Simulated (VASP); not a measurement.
# TiMoSe4 in VASP: notebook, part 2 of 2

VASP 6.6.1.

## 3. Relaxation of cell and atoms, PBE

This run uses another cell than the first one, of 23.11 Å³/atom, 1.059 times its volume.

Contents of INCAR:

```
SYSTEM = TiMoSe4
  PREC = Normal
  ENCUT = 520
  EDIFF = 1E-4
  ISMEAR = 0
  SIGMA = 0.15
  LREAL = .False.
  LASPH = .True.
  NELM = 60
  ALGO = Fast
  ISIF = 3
  LWAVE = .False.
  LCHARG = .False.
  GGA = PE
  IBRION = 2
  NSW = 24
  EDIFFG = -0.08
```

Contents of KPOINTS:

```
regular mesh
0
Gamma
  3 4 2
  0 0 0
```

Contents of POSCAR:

```
TiMoSe4
1.0
    6.0000000000      0.0000000000      0.0000000000
    0.0000000000      3.4500000000      0.0000000000
    0.0000000000      0.0000000000      6.7000000000
Ti Mo Se
1 1 4
Direct
    0.0000000000      0.0000000000      0.0000000000
    0.5000000000      0.5000000000      0.0000000000
    0.6666700000      0.0000000000      0.2350000000
    0.3333300000      0.0000000000      0.7650000000
    0.8333300000      0.5000000000      0.7650000000
    0.1666700000      0.5000000000      0.2350000000
```

Potentials or basis: VASP PAW PBE potentials, release 64 (Ti_sv, Mo_sv, Se).

Run with:

```sh
$ cat potpaw_PBE.64/Ti_sv/POTCAR potpaw_PBE.64/Mo_sv/POTCAR potpaw_PBE.64/Se/POTCAR > POTCAR
$ mpirun -np 1 vasp_std > vasp.out
```

OUTCAR:

```text
SYSTEM = TiMoSe4
   PREC = Normal
   ENCUT = 520
   EDIFF = 1E-4
   ISMEAR = 0
   LREAL = .False.
   LASPH = .True.
   NELM = 60
   ISIF = 3
   GGA = PE
   IBRION = 2
   NSW = 24
   EDIFFG = -0.08

 ion  position               nearest neighbor table
   1  0.000  0.000  0.000-   5 2.54   6 2.54   5 2.54   6 2.54   3 2.55   4 2.55
   2  0.500  0.500  0.000-   3 2.54   4 2.54   3 2.54   4 2.54   5 2.55   6 2.55
   3  0.667  0.000  0.235-   2 2.54   2 2.54   1 2.55
   4  0.333  0.000  0.765-   2 2.54   2 2.54   1 2.55
   5  0.833  0.500  0.765-   1 2.54   1 2.54   2 2.55
   6  0.167  0.500  0.235-   1 2.54   1 2.54   2 2.55

  LATTYP: Found a simple orthorhombic cell.
 ALAT       =     3.4500000000
 B/A-ratio  =     1.7391304348
 C/A-ratio  =     1.9420289855

  Lattice vectors:

 A1 = (   0.0000000000,  -3.4500000000,   0.0000000000)
 A2 = (   6.0000000000,   0.0000000000,   0.0000000000)
 A3 = (   0.0000000000,   0.0000000000,   6.7000000000)

Analysis of symmetry for initial positions (statically):
=====================================================================
 Subroutine PRICEL returns:
 Original cell was already a primitive cell.

 Routine SETGRP: Setting up the symmetry group for a
 simple orthorhombic supercell.

 Subroutine GETGRP returns: Found  4 space group operations
 (whereof  4 operations were pure point group operations)
 out of a pool of  8 trial point group operations.

The static configuration has the point symmetry C_2h.

Analysis of symmetry for dynamics (positions and initial velocities):
=====================================================================
 Subroutine PRICEL returns:
 Original cell was already a primitive cell.

 Routine SETGRP: Setting up the symmetry group for a
 simple orthorhombic supercell.

 Subroutine GETGRP returns: Found  4 space group operations
 (whereof  4 operations were pure point group operations)
 out of a pool of  8 trial point group operations.

The dynamic configuration has the point symmetry C_2h.

[... 103 lines left out ...]
   PSTRESS=    0.0 pullay stress
   NELECT =      50.0000    total number of electrons
   NUPDOWN=      -1.0000    fix difference up-down
   EMIN   =  10.00;   EMAX   =-10.00  energy-range for DOS
   EFERMI =   0.00;   METHOD = LEGACY
   ISMEAR =     0;   SIGMA  =   0.15  broadening in eV -4-tet -1-fermi 0-gaus
   EFERMI_NEDOS =   21; number of points for ismear=-14 and -15
   IALGO  =     68    algorithm
   IMIX   =      4    mixing-type and parameters
     AMIX     =   0.40;   BMIX     =  1.00
     AMIX_MAG =   1.60;   BMIX_MAG =  1.00
  volume/ion in A,a.u.               =      23.11       155.99
  Fermi-wavevector in a.u.,A,eV,Ry     =   1.165153  2.201821 18.471031  1.357583
  Thomas-Fermi vector in A             =   2.301683
   LORBIT       =      0    0 simple, 1 ext, 2 COOP (PROOUT), +10 PAW based schemes
   GGA     = PE    functional components
   LHFCALC =     F    Hartree Fock is set to
   AEXX    =    0.0000 exact exchange contribution
   IVDW    =     0    specifies the selected vdW correction
   LEPSILON=     F    determine dielectric tensor
   LRPA    =     F    only Hartree local field effects (RPA)
 conjugate gradient relaxation of ions
 non-spin polarized calculation
 RMM-DIIS sequential band-by-band and
 Gauss-broadening in eV      SIGMA  =   0.15
  energy-cutoff  :      520.00
  volume of cell :      138.69
 maximum number of plane-waves:      3759
   NGX = 23   NGY = 13   NGZ = 25

--------------------------------------- Ionic step        1  -------------------------------------------

 number of electron      50.0000020 magnetization

 Free energy of the ion-electron system (eV)
  ---------------------------------------------------
  ext. energy  EPLUGINS =         0.00000000
  ---------------------------------------------------
  free energy    TOTEN  =       -37.31502112 eV

  energy without entropy =      -37.28998350  energy(sigma->0) =      -37.30250231

------------------------ aborting loop because EDIFF is reached ----------------------------------------

  FORCE on cell =-STRESS in cart. coord.  units (eV):
  Direction    XX          YY          ZZ          XY          YZ          ZX
  --------------------------------------------------------------------------------------
  -------------------------------------------------------------------------------------
  Total       -0.6275905      0.3733142      3.5326525      0.0000000      0.0000000     -0.3741629
  in kB       -7.2500629      4.3126071     40.8099775      0.0000000      0.0000000     -4.3224122
  external PRESSURE =      12.6241739 kB  Pullay stress =       0.0000000 kB
[... 227 lines left out ...]
--------------------------------------- Ionic step        7  -------------------------------------------

 number of electron      50.0000014 magnetization

 Free energy of the ion-electron system (eV)
  ---------------------------------------------------
  ext. energy  EPLUGINS =         0.00000000
  ---------------------------------------------------
  free energy    TOTEN  =       -37.40224689 eV

  energy without entropy =      -37.38227026  energy(sigma->0) =      -37.39225858

 E-fermi :   4.7980     XC(G=0):  -9.7650

 val. band max:        4.7907557284   @ k =   0.0000   0.2500   0.5000
 cond. band min:       4.9316332250   @ k =   0.0000   0.0000   0.5000
 fundamental gap:      0.1408774966
 Fermi energy:         4.7979931139

 k-point     1 :       0.0000    0.0000    0.0000
  band No.  band energies     occupation
      1     -56.6728      2.00000
      2     -52.5857      2.00000
      3     -30.7968      2.00000
      4     -30.7881      2.00000
      5     -30.6735      2.00000
      6     -28.9229      2.00000
[... 418 lines left out ...]
  FREE ENERGIE OF THE ION-ELECTRON SYSTEM (eV)
  ---------------------------------------------------
  free  energy   TOTEN  =       -37.4022468861 eV

  energy  without entropy=      -37.3822702648  energy(sigma->0) =      -37.39225858

 reached required accuracy - stopping structural energy minimisation
```

CONTCAR:

```text
TiMoSe4
   1.00000000000000
     5.8413171352207094    0.0000000000000000   -0.0279020465904163
     0.0000000000000000    3.4169850886063209    0.0000000000000000
    -0.0311112104318012    0.0000000000000000    6.8811008632433301
  Ti              Mo              Se
     1     1     4
Direct
     1.0000000000000000    0.0000000000000000    1.0000000000000000
     0.5000000000000000    0.5000000000000000    1.0000000000000000
     0.6677238133400233    0.0000000000000000    0.2387904640298763
     0.3322761866599768    0.0000000000000000    0.7612095359701236
     0.8355354964323872    0.5000000000000000    0.7619064521613058
     0.1644645035676129    0.5000000000000000    0.2380935478386942

  0.00000000E+00  0.00000000E+00  0.00000000E+00
  0.00000000E+00  0.00000000E+00  0.00000000E+00
  0.00000000E+00  0.00000000E+00  0.00000000E+00
  0.00000000E+00  0.00000000E+00  0.00000000E+00
  0.00000000E+00  0.00000000E+00  0.00000000E+00
  0.00000000E+00  0.00000000E+00  0.00000000E+00
```

Wall time 72 s (1 thread of Intel Xeon 6975P-C (Granite Rapids), shared host); peak memory 0.2 GiB.

Results:

- Free energy: -37.4022 eV
- Relaxed volume: 22.89 Å³/atom
- Relaxed cell: a = 5.841 Å, b = 3.417 Å, c = 6.881 Å, α = 90.00°, β = 90.53°, γ = 90.00°
- Space group after relaxing (to 0.05 Å): P2/m (No. 10)
- Energy gained by relaxing: 14.5 meV/atom
- Ionic steps: 7
- Pressure after relaxing: 0.4 GPa
- Largest force after relaxing: 0.053 eV/Å
- Band gap on the k mesh: none (metal or under the smearing width)

Forces in eV/Å, atoms in the order of the input:
```
Ti   0.000  0.000  0.000
Mo   0.000  0.000  0.000
Se   0.021  0.000  0.015
Se  -0.021  0.000 -0.015
Se   0.018  0.000 -0.050
Se  -0.018  0.000  0.050
```

The path:
| step | energy change (eV) | largest force (eV/Å) | pressure (GPa) | volume (Å³) |
| --- | --- | --- | --- | --- |
| 1 | 0.0000 | 0.6097 | 1.26 | 138.69 |
| 2 | -0.0428 | 0.3424 | -2.59 | 142.33 |
| 3 | -0.0555 | 0.0804 | -1.55 | 141.15 |
| 4 | -0.0866 | 0.0881 | -0.32 | 138.20 |
| 5 | -0.0870 | 0.0955 | -0.21 | 137.76 |
| 6 | -0.0869 | 0.1069 | -0.16 | 137.66 |
| 7 | -0.0872 | 0.0527 | 0.35 | 137.34 |

Final structure:
```
CELL_PARAMETERS angstrom
5.84132 0.00000 -0.02790
0.00000 3.41699 0.00000
-0.03111 0.00000 6.88110
ATOMIC_POSITIONS crystal
Ti 0.00000 0.00000 0.00000
Mo 0.50000 0.50000 0.00000
Se 0.66772 0.00000 0.23879
Se 0.33228 0.00000 0.76121
Se 0.83554 0.50000 0.76191
Se 0.16446 0.50000 0.23809
```

Levels at points of the mesh, in eV from the Fermi level:
| k point | band 21 | band 22 | band 23 | band 24 | band 25 | band 26 | band 27 | band 28 | band 29 | band 30 |
| --- | --- | --- | --- | --- | --- | --- | --- | --- | --- | --- |
| (0.00, 0.00, 0.00) | -1.36 | -1.19 | -1.18 | -0.25 | -0.10 | 0.30 | 0.50 | 0.62 | 1.45 | 1.90 |
| (0.00, 0.50, 0.00) | -3.17 | -2.78 | -2.51 | -2.14 | 0.24 | 0.76 | 1.04 | 1.19 | 1.36 | 1.95 |
| (0.00, 0.00, 0.50) | -1.93 | -1.30 | -1.08 | -0.11 | 0.13 | 0.44 | 0.46 | 0.57 | 1.45 | 1.92 |
| (0.00, 0.50, 0.50) | -2.86 | -2.76 | -2.58 | -2.28 | 0.25 | 0.36 | 1.03 | 1.04 | 1.21 | 1.92 |

Caveat: the k mesh is coarse (spacing up to 0.47 Å⁻¹), so the values aren't converged; this functional lacks dispersion, which binds the layers, so the pressure and a relaxed spacing across them are unreliable; the relaxation stopped at a loose force limit of 0.08 eV/Å, so its end isn't a converged minimum.
